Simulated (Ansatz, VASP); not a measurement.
**AgO in two plane-wave programs**

One calculation is typed for both programs; each brings its own data sets. How far apart do they land? The cell is taken from a series of runs on this material, whose earlier steps may have relaxed, scaled, displaced or heated it; both programs get it as it stands.

Calculated with Ansatz 0.2.0; plane waves, with VASP 6.6.1 beside it; zone-centre phonons at PBEsol.

## 1. Set-up

The structure is cubic, space group F-43m (No. 216). Conventional cell: a = 4.950 Å, b = 4.950 Å, c = 4.950 Å, α = 90.00°, β = 90.00°, γ = 90.00°. Ag has 4 O at 2.14 Å nearest. O has 4 Ag at 2.14 Å nearest. Farther neighbours and most contacts between anions are not listed.

## 2. VASP: zone-centre phonons, PBEsol

Second derivatives magnify differences that forces hide, and they need a tight electronic threshold.

Lines of VASP's logs that name or quote its potential files are left out, and so is its time.

Input file INCAR:

```
SYSTEM = AgO
PREC = Accurate
ENCUT = 600
EDIFF = 1E-08
NELM = 120
ISMEAR = 1
SIGMA = 0.2
LREAL = .FALSE.
ALGO = Normal
GGA = PS
NBANDS = 14
LASPH = .TRUE.
LORBIT = 11
LWAVE = .FALSE.
LCHARG = .FALSE.
ISIF = 2
IBRION = 8
GGA_COMPAT = .FALSE.
KPAR = 2
```

Input file POSCAR:

```
AgO
1.0
    0.0000000000      2.4749891092      2.4749891092
    2.4749891092      0.0000000000      2.4749891092
    2.4749891092      2.4749891092      0.0000000000
Ag O
1 1
Direct
    0.0000000000      0.0000000000      0.0000000000
    0.2500000000      0.2500000000      0.2500000000
```

Input file KPOINTS:

```
Automatic mesh
0
Gamma
16 16 16
0 0 0
```

The projector-augmented-wave data sets are Ag and O (PBE family, release 64).

Started as:

```console
mpirun -np 2 vasp_std
```

Numbers of over 12 decimals in the logs are rounded to 6 here.

Output:

```text
[banner, memory and clock lines left out]
running    2 mpi-ranks, on    1 nodes
 distrk:  each k-point on    1 cores,    2 groups
 distr:  one band on    1 cores,    1 groups

 POSCAR found type information on POSCAR AgO
 POSCAR found :  2 types and       2 ions
|                                                                             |
|               ----> ADVICE to this user running VASP <----                  |
|                                                                             |
|     You enforced a specific xc type in the INCAR file but a different       |
|     [... a line on the potential file left out ...]
|     I HOPE YOU KNOW WHAT YOU ARE DOING!                                     |
|                                                                             |

 LDA part: xc-table for (Slater+PW92), standard interpolation
 POSCAR, INCAR and KPOINTS ok, starting setup
 FFT: planning ... GRIDC
 FFT: planning ... GRID_SOFT
 FFT: planning ... GRID
 WAVECAR not read
 entering main loop
       N       E                     dE             d eps       ncg     rms          rms(c)
DAV:   1     0.101035891709E+03    0.10104E+03   -0.92972E+03  4108   0.125E+03
DAV:   2    -0.655341227825E+01   -0.10759E+03   -0.98968E+02  4792   0.275E+02
DAV:   3    -0.100085670289E+02   -0.34552E+01   -0.34294E+01  4534   0.525E+01
DAV:   4    -0.100235301226E+02   -0.14963E-01   -0.14962E-01  4450   0.376E+00
DAV:   5    -0.100236426187E+02   -0.11250E-03   -0.11250E-03  4588   0.326E-01    0.126E+01
DAV:   6    -0.856497278297E+01    0.14587E+01   -0.97121E+00  4060   0.419E+01    0.114E+01
DAV:   7    -0.809290452585E+01    0.47207E+00   -0.15867E+00  4072   0.183E+01    0.610E+00
DAV:   8    -0.809085408537E+01    0.20504E-02   -0.34716E-01  4084   0.525E+00    0.895E-01
DAV:   9    -0.808016808920E+01    0.10686E-01   -0.16731E-02  4096   0.142E+00    0.312E-01
DAV:  10    -0.807944899582E+01    0.71909E-03   -0.41324E-03  4138   0.607E-01    0.115E-01
DAV:  11    -0.807944926608E+01   -0.27025E-06   -0.42680E-04  4318   0.262E-01    0.764E-02
DAV:  12    -0.807942139587E+01    0.27870E-04   -0.10366E-04  4246   0.156E-01    0.893E-03
DAV:  13    -0.807942135841E+01    0.37454E-07   -0.56641E-06  4234   0.235E-02    0.237E-03
DAV:  14    -0.807942137062E+01   -0.12212E-07   -0.89972E-08  4252   0.292E-03    0.952E-04
DAV:  15    -0.807942134014E+01    0.30483E-07   -0.11661E-08  3310   0.122E-03    0.288E-04
DAV:  16    -0.807942133543E+01    0.47080E-08   -0.29497E-09  2120   0.651E-04
   1 F= -.80794213E+01 E0= -.80788009E+01  d E =-.186125E-02
 Linear response reoptimize wavefunctions to high precision
DAV:   1    -0.807942133883E+01   -0.33933E-08   -0.50748E-10  2240   0.210E-04
DAV:   2    -0.807942133882E+01    0.10232E-10   -0.23554E-11  2066   0.449E-05
 Linear response DOF=           2
 Linear response progress:
  Degree of freedom:   1/  2
       N       E                     dE             d eps       ncg     rms          rms(c)
RMM:   1    -0.303217692223E+00   -0.30322E+00   -0.25300E-01 26127   0.401E+00
RMM:   2    -0.293914588840E+00    0.93031E-02   -0.56331E-03 26442   0.612E-01    0.186E-01
RMM:   3    -0.293626723301E+00    0.28787E-03   -0.18001E-04 29346   0.102E-01    0.117E-01
RMM:   4    -0.293557521906E+00    0.69201E-04   -0.18644E-04 29020   0.948E-02    0.383E-02
RMM:   5    -0.293515265082E+00    0.42257E-04   -0.22003E-06 30117   0.139E-02    0.712E-03
RMM:   6    -0.293507345830E+00    0.79193E-05   -0.93476E-08 30708   0.193E-03    0.127E-03
RMM:   7    -0.293502872873E+00    0.44730E-05    0.26813E-10 30124   0.112E-03    0.232E-04
RMM:   8    -0.293502144019E+00    0.72885E-06   -0.14194E-08 30931   0.230E-04    0.911E-05
RMM:   9    -0.293501715671E+00    0.42835E-06    0.52791E-09 30626   0.853E-05    0.395E-05
RMM:  10    -0.293501584296E+00    0.13137E-06    0.59321E-10 30646   0.394E-05    0.746E-06
RMM:  11    -0.293501609190E+00   -0.24894E-07    0.45495E-10 30831   0.100E-05    0.127E-06
RMM:  12    -0.293501607850E+00    0.13396E-08   -0.91393E-10 24638   0.211E-06    0.720E-07
 first order change of Fermi-energy  -0.35830E-04
 force on displaced ion       1 direction 1 :  -2.096   0.000   0.000
 Linear response progress:
  Degree of freedom:   2/  2
       N       E                     dE             d eps       ncg     rms          rms(c)
RMM:   1    -0.360562892448E+00   -0.36056E+00    0.40068E-01 36744   0.425E+00
RMM:   2    -0.357550952925E+00    0.30119E-02   -0.31051E-03 26594   0.491E-01    0.206E-01
RMM:   3    -0.358276972023E+00   -0.72602E-03   -0.10722E-04 26859   0.814E-02    0.122E-01
RMM:   4    -0.359256243350E+00   -0.97927E-03   -0.77004E-05 25140   0.737E-02    0.276E-02
RMM:   5    -0.359283779789E+00   -0.27536E-04   -0.28781E-06 27483   0.152E-02    0.278E-03
RMM:   6    -0.359258117198E+00    0.25663E-04   -0.10417E-07 28116   0.312E-03    0.125E-03
RMM:   7    -0.359255936600E+00    0.21806E-05   -0.23481E-08 27603   0.124E-03    0.257E-04
RMM:   8    -0.359254520895E+00    0.14157E-05    0.51284E-09 28266   0.200E-04    0.798E-05
RMM:   9    -0.359254360348E+00    0.16055E-06   -0.15097E-09 27595   0.944E-05    0.195E-05
RMM:  10    -0.359254375092E+00   -0.14744E-07    0.81271E-10 28392   0.293E-05    0.978E-06
RMM:  11    -0.359254406899E+00   -0.31807E-07    0.50627E-10 28088   0.112E-05    0.159E-06
RMM:  12    -0.359254403979E+00    0.29199E-08   -0.38634E-10 23157   0.308E-06    0.592E-07
 first order change of Fermi-energy   0.14300E-03
 force on displaced ion       2 direction 1 :  -2.121   0.000   0.000
 Linear response finished
```

OUTCAR, selected parts (step 2):

```text
ion  position               nearest neighbor table
   1  0.000  0.000  0.000-   2 2.14   2 2.14   2 2.14   2 2.14
   2  0.250  0.250  0.250-   1 2.14   1 2.14   1 2.14   1 2.14

  LATTYP: Found a face centered cubic cell.
 ALAT       =     4.9499782184

 Subroutine GETGRP returns: Found 24 space group operations
 (whereof 24 operations were pure point group operations)

The static configuration has the point symmetry T_d .

 Found    145 irreducible k-points:

   k-points           NKPTS =    145   k-points in BZ     NKDIM =    145   number of bands    NBANDS=     14

   dimension x,y,z NGX =    28 NGY =   28 NGZ =   28
   dimension x,y,z NGXF=    56 NGYF=   56 NGZF=   56

   ENCUT  =  600.0 eV  44.10 Ry    6.64 a.u.   6.99  6.99  6.99*2*pi/ulx,y,z

   NELECT =      17.0000    total number of electrons

 k-points in reciprocal lattice and weights: Automatic mesh
   0.00000000  0.00000000  0.00000000       0.000
   0.06250000  0.00000000  0.00000000       0.002
   0.12500000  0.00000000  0.00000000       0.002
   0.18750000  0.00000000  0.00000000       0.002
   0.25000000  0.00000000  0.00000000       0.002
   0.31250000  0.00000000  0.00000000       0.002
   0.37500000  0.00000000  0.00000000       0.002
   0.43750000  0.00000000  0.00000000       0.002
   0.50000000  0.00000000  0.00000000       0.001
[...]
-0.31250000  0.50000000  0.18750000       0.003
  -0.25000000  0.50000000  0.25000000       0.001

 average (electrostatic) potential at core
       1 -74.1511       2 -71.3511

  Total       -0.0550257     -0.0550257     -0.0550257      0.0000000      0.0000000     -0.0000000
  in kB       -2.9075414     -2.9075414     -2.9075414      0.0000000      0.0000000     -0.0000000
  external PRESSURE =      -2.9075414 kB  Pullay stress =       0.0000000 kB

  energy-cutoff  :      600.00
  volume of cell :       30.32
      direct lattice vectors                 reciprocal lattice vectors
     0.000000000  2.474989109  2.474989109    -0.202021091  0.202021091  0.202021091
     2.474989109  0.000000000  2.474989109     0.202021091 -0.202021091  0.202021091
     2.474989109  2.474989109  0.000000000     0.202021091  0.202021091 -0.202021091

 POSITION                                       TOTAL-FORCE (eV/Angst)
 -----------------------------------------------------------------------------------
      0.00000      0.00000      0.00000        -0.000000     -0.000000     -0.000000
      1.23749      1.23749      1.23749         0.000000      0.000000      0.000000
 -----------------------------------------------------------------------------------
    total drift:                                0.000000      0.000000      0.000000

 Eigenvectors and eigenvalues of the dynamical matrix
 ----------------------------------------------------

   1 f  =    6.094661 THz    38.293882 2PiTHz  203.295998 cm-1    25.205480 meV
             X         Y         Z           dx          dy          dz
      0.000000  0.000000  0.000000     0.000000    0.000000   -0.357569
      1.237495  1.237495  1.237495     0.000000    0.000000    0.933887

   2 f  =    6.094661 THz    38.293882 2PiTHz  203.295998 cm-1    25.205480 meV
             X         Y         Z           dx          dy          dz
      0.000000  0.000000  0.000000     0.357569   -0.000000   -0.000000
      1.237495  1.237495  1.237495    -0.933887   -0.000000   -0.000000

   3 f  =    6.094661 THz    38.293882 2PiTHz  203.295998 cm-1    25.205480 meV
             X         Y         Z           dx          dy          dz
      0.000000  0.000000  0.000000     0.000000    0.357569    0.000000
      1.237495  1.237495  1.237495     0.000000   -0.933887    0.000000

   4 f/i=    0.011964 THz     0.075173 2PiTHz    0.399079 cm-1     0.049479 meV
             X         Y         Z           dx          dy          dz
      0.000000  0.000000  0.000000    -0.061802   -0.640269    0.677038
      1.237495  1.237495  1.237495    -0.023663   -0.245148    0.259226

   5 f/i=    0.011964 THz     0.075173 2PiTHz    0.399079 cm-1     0.049479 meV
             X         Y         Z           dx          dy          dz
      0.000000  0.000000  0.000000    -0.143823   -0.663840   -0.640917
      1.237495  1.237495  1.237495    -0.055068   -0.254173   -0.245396

   6 f/i=    0.011964 THz     0.075173 2PiTHz    0.399079 cm-1     0.049479 meV
             X         Y         Z           dx          dy          dz
      0.000000  0.000000  0.000000     0.920673   -0.146681   -0.054674
      1.237495  1.237495  1.237495     0.352510   -0.056162   -0.020934

 ELASTIC MODULI CONTR FROM IONIC RELAXATION (kBar)
 Direction    XX          YY          ZZ          XY          YZ          ZX
 --------------------------------------------------------------------------------
 XX          -0.0000     -0.0000     -0.0000      0.0000     -0.0000      0.0000
 YY          -0.0000     -0.0000     -0.0000      0.0000      0.0000      0.0000
 ZZ          -0.0000     -0.0000     -0.0000     -0.0000      0.0000      0.0000
 XY           0.0000      0.0000     -0.0000   -458.9327      0.0000     -0.0000
 YZ          -0.0000      0.0000      0.0000      0.0000   -458.9327     -0.0000
 ZX           0.0000      0.0000      0.0000     -0.0000     -0.0000   -458.9327
 --------------------------------------------------------------------------------
```

## 3. Ansatz: zone-centre phonons, PBEsol

Ansatz runs on its PAW soft_1 files.

The same cell, functional, mesh and smearing now go to Ansatz, which takes its cutoff from its data sets.

Input file input.yaml:

```yaml
crystal:
  lattice:
    - [0.0, 2.4749891092, 2.4749891092]
    - [2.4749891092, 0.0, 2.4749891092]
    - [2.4749891092, 2.4749891092, 0.0]
  atoms:
    - { symbol: Ag, position: [0.0, 0.0, 0.0] }
    - { symbol: O, position: [0.25, 0.25, 0.25] }
kpoints:
  mp_grid: { grid: [16, 16, 16] }
hamiltonian:
  xc: pbesol
  pseudopotentials: { kind: paw, azcp: { folder: soft_1 }, xc_functional: pbe }
scf:
  occupations: { method: methfessel_paxton, width: 0.2 }
output:
  eigenvalues: true
phonons:
  method: dfpt
```

Started as:

```console
ansatz run input.yaml --threads 4 --pin off --max-ram 10240MiB --backend cpu --events-out ev --progress --plain --runs-dir out
```

Output:

```text
zone centre: on kpoints.mp_grid the ground state, and the responses unless they are solved on pairs of k-points, stand on 349 of the mesh's 4096 k-points, reduced under 8 symmetry operations, with k and −k counted as one. Each operation leaves every solved displacement unchanged or reverses it
Engine: ansatz 0.2.0, aarch64-unknown-linux-gnu
Pseudopotentials: kind: paw
Pseudopotential: Ag, paw, valence charge 19, recommended cutoff 420 eV (normal), soft_1/Ag.paw.azcp
Pseudopotential: O, paw, valence charge 6, recommended cutoff 420 eV (normal), soft_1/O.paw.azcp
Functional definition: PBEsol
  exchange = pbesol_x
  correlation = pbesol_c
Crystal: 2 atoms, lattice volume = 30.321 Å³
Basis set: ecut = 420 eV, 609 PW (Γ), exchange–correlation on 48×48×48 points (8 copies of the dense FFT grid, shifted against one another)
Bands: 17, of which v1, the nominal top of the filled ones, is band 13 counted from 1 (12 counted from 0)
Symmetry: 24 space group operations
k-points: 349 of 4096 (irreducible under 8 space group operations, time reversal used)
Non-local potential: Ag, projectors of the file, l = 0: 3, l = 1: 2, l = 2: 2, l = 3: 1
Non-local potential: O, projectors of the file, l = 0: 2, l = 1: 2, l = 2: 1
PAW form: soft (Blöchl's): semilocal exchange-correlation on the pseudo side does not see the compensation charge
PAW frozen core: Ag, regenerated for the run's functional, and the local potential with it (the file was generated under x = pbe(κ = 0.804, μ = 0.219515), c = pbe(β = 0.066725))
PAW frozen core: O, regenerated for the run's functional, and the local potential with it (the file was generated under x = pbe(κ = 0.804, μ = 0.219515), c = pbe(β = 0.066725))
PAW one-centre angular grid: Ag, 590 points (default); XC on 64 Gauss nodes
PAW one-centre angular grid: O, 110 points (default); XC on 64 Gauss nodes
Initial density: superposition of atomic densities (chi_scale 0.1, normalization cell, long waves kept (reshape's long-wave potential 0.00 eV rms))
Initial wavefunctions: pseudopotential atomic-orbital guess
Functional: x = pbesol(κ = 0.804, μ = 0.123457), c = pbesol(β = 0.046)
SCF iter   1: F=—  HF=-8080.273246 eV  |F-HF|=—  |Δ(HF+E_count)|=         —  Δρ=6.99e-2  dr2=1.04e0  ethr=3.10e-3  ⟨swp⟩=4.2  Hψ=25566  notcnv=0
preconditioner: auto → LDOS  [metal: Δε(μ)=0.012 eV  Ē_g=13.434 eV  σ=0.200 eV  W_gap=0.05  n_scr=14 (ndim 8)  ℏωp=27.8 eV  f_vac=0.043  D(μ)=2.24/eV (n_scr^D=26)  β→1.0]
SCF iter   2: F=—  HF=-8080.149710 eV  |F-HF|=—  |Δ(HF+E_count)|=   1.24e-1  S|Δr|=    0.00e0  Δρ=1.69e-2  dr2=1.13e-1  ethr=3.10e-3  ⟨swp⟩=2.4  Hψ=11343  notcnv=0
SCF iter   3: F=—  HF=-8080.140599 eV  |F-HF|=—  |Δ(HF+E_count)|=   9.11e-3  S|Δr|=    0.00e0  Δρ=1.30e-2  dr2=5.38e-2  ethr=4.50e-4  ⟨swp⟩=1.0  Hψ=5933  notcnv=0
SCF iter   4: F=—  HF=-8080.132027 eV  |F-HF|=—  |Δ(HF+E_count)|=   8.57e-3  S|Δr|=    0.00e0  Δρ=4.82e-3  dr2=7.09e-3  ethr=2.15e-4  ⟨swp⟩=1.0  Hψ=5937  notcnv=0
SCF iter   5: F=—  HF=-8080.130446 eV  |F-HF|=—  |Δ(HF+E_count)|=   1.58e-3  S|Δr|=    0.00e0  Δρ=1.32e-3  dr2=3.76e-4  ethr=2.84e-5  ⟨swp⟩=2.8  Hψ=9945  notcnv=0
SCF iter   6: F=—  HF=-8080.130387 eV  |F-HF|=—  |Δ(HF+E_count)|=   5.85e-5  S|Δr|=    0.00e0  Δρ=1.30e-4  dr2=2.52e-6  ethr=1.50e-6  ⟨swp⟩=2.5  Hψ=10679  notcnv=0
SCF iter   7: F=—  HF=-8080.130382 eV  |F-HF|=—  |Δ(HF+E_count)|=   4.73e-6  S|Δr|=    0.00e0  Δρ=1.89e-5  dr2=7.75e-8  ethr=1.01e-8  ⟨swp⟩=2.0  Hψ=8923  notcnv=0
SCF iter   8: F=—  HF=-8080.130382 eV  |F-HF|=—  |Δ(HF+E_count)|=   1.14e-8  S|Δr|=    0.00e0  Δρ=1.85e-6  dr2=1.03e-9  ethr=3.10e-10  ⟨swp⟩=2.0  Hψ=8650  notcnv=0
SCF iter   9: F=-8080.130382 eV  HF=-8080.130382 eV  |F-HF|=9.09e-13  |Δ(HF+E_count)|=  7.55e-11  S|Δr|=    0.00e0  Δρ=1.36e-7  dr2=3.65e-12  ethr=1.00e-12  ⟨swp⟩=4.0  Hψ=28966  notcnv=0
the search or the solves at the SCF's close seem to have found levels that the self-consistency loop had missed (the run counts 2). By its estimate they hold under 1e-12 electrons; where the run keeps them, the occupations were computed again with them
SCF 1 converged in 9 iterations: F = -8080.130382 eV  dr2 = 3.65e-12
  greatest PAW one-centre occupation: 1.001 electrons in one spin orbital (limit 2), on the Ag atom at site 0 (counted from 0), in its partial waves of l = 0
DFPT response loops at Γ: preconditioner auto → Kerker (q_TF=auto, 2.642 Å⁻¹) (partly filled bands, converged f_vac=0.081); β = 1.00, the filter's whole step (`scf.mixing.beta` (0.50) is not read by the response loops under this deck's `scf.mixing.preconditioner`; to damp them name `kerker` or `kerker_dos`, under which they read `scf.mixing.beta`, and type it under 1.00, their step now; both keys bind the ground state too); Broyden in place of MSR1
SCF converged after 9 iterations
Stability not checked: this state was not tested for a lower state beside it, because cold or Methfessel-Paxton smearing, or corrected tetrahedra, fill the levels in a way that the test cannot read (fill_not_monotonic; see scf.lower_state_search)
Free energy (F): -8080.130382 eV
Harris-Foulkes:  -8080.130382 eV  (|F-HF|=9.09e-13)
Internal energy: -8080.128520 eV  (E = F + TS)
E sigma→0 (E₀):  -8080.129917 eV
Entropy (-TS):   -0.001862 eV (-0.931 meV/atom)
Fermi energy:    9.496082 eV
--- Per-component energies (eV) ---
  E_band       = -351.871128
  E_kinetic    = 630.260958
  E_local      = -2990.459908  (includes V_loc(G=0)·N_el)
  E_nonlocal   = 88.149705
  E_hartree    = 1373.739162
  E_xc         = -226.088966
  E_vxc        = -288.054189  (∫ρ·V_xc dr)
  E_paw        = -4042.646945  (= ΣΔE_a)
  E_vpaw       = -539.247239  (= ΣTr[D̂ρ^β])
  E_aug_tail   = 0.001111  (compensation charges beyond the density's cutoff)
  E_ewald      = -2913.441665
  E_core_change = 0.358028  (= ΣΔE_core)
  E_smearing   = -0.001862  (= −TS)
  E_closure    = -0.000000  (closes the sum)
  Σ components = -8080.130382   (vs F -8080.130382, Δ=0.00e0)
--- Band table (eV; the first three rows and the last of 349) ---
  k-point 0: bands = [... 9 lower, 6.5158, 9.7789, 10.3181, 10.3181, 10.3181, 23.1411, 23.1411, 23.1411]
  k-point 1: bands = [... 9 lower, 6.5106, 9.7113, 10.2952, 10.2952, 10.4287, 22.6854, 23.1721, 23.1721]
  k-point 2: bands = [... 9 lower, 6.4995, 9.4803, 10.2263, 10.2263, 10.7775, 21.6542, 23.2455, 23.2455]
  k-point 348: bands = [... 9 lower, 7.1376, 7.1930, 7.2573, 8.8830, 16.9865, 18.0861, 19.3917, 19.9538]
--- Phonons (Γ-DFPT): 2 representative perturbations + reference, on 349 of 4096 k-points (Σ response iterations 7) ---
  k mesh reduced under 8 symmetry operations, with k and −k counted as one. Each operation leaves every solved displacement unchanged or reverses it
  ASR residual: 7.697e-5 → 0.000e0 eV/Å²; symmetrization residual: 3.270e-7 eV/Å²
  ASR residual per site (eV/Å²): 7.70e-5 2.32e-6
  Γ frequencies (cm⁻¹): 0.00 0.00 0.00 201.59 201.59 201.59
  non-analytic LO–TO correction: not included (Born effective charges unavailable; polar crystals: no LO–TO splitting at Γ)
```

In the SCF lines HF is the Harris–Foulkes energy and dr2 the Hartree energy of the density residual, in eV; the loop may stop once dr2 is under the threshold and the program's other checks hold. Hψ counts applications of the Hamiltonian.

## 4. Differences

Known differences besides the potentials themselves: the data sets hold 25 valence electrons in Ansatz (on its PAW soft_1 files) and 17 in VASP; the cutoff is 420 eV in Ansatz and 600 eV in VASP; Ansatz makes its cores anew for this functional, VASP keeps those of its PBE data sets. Total energies have different zeros and are not compared.

Compared:

```
                  quantity  Ansatz   VASP  difference
optical mode 1 to 3 (cm⁻¹)   201.6  203.3     -0.84 %
```

Modes are paired by rising frequency, not by their patterns, so a pair may set unlike modes beside each other; they are those without the splitting of longitudinal modes.

## 5. Summary of results

| Item | Value |
| --- | --- |
| r.m.s. difference of the optical zone-centre modes, each program's sorted by frequency (zone-centre phonons, PBEsol) | 1.7 cm⁻¹ |
| difference in optical mode 1 to 3 (zone-centre phonons, PBEsol) | -0.8 % |

What this shows: The r.m.s. difference of the optical zone-centre modes, each program's sorted by frequency is 1.7 cm⁻¹ (zone-centre phonons, PBEsol). The data sets hold unlike numbers of valence electrons (25 in Ansatz and 17 in VASP), so part of the differences comes from the potentials. Among the rows given in per cent, the largest difference of the zone-centre phonons, PBEsol pair is in optical mode 1 to 3, -0.8 %. How closely two codes agree says nothing of how well the functional describes the real material.

[Lines on the potential files, build, host, timing and source positions are cut from VASP's logs without a mark.]

[Logs are printed without paths, hosts, clocks, repeated set-up lines and the standing remarks that a program may print on its own settings, such as how far it seeks lower states.]

[Hosts, paths, dates, database ids (printed as entryN), source tags and the programs' standing remarks are cut or masked in the printed files.]
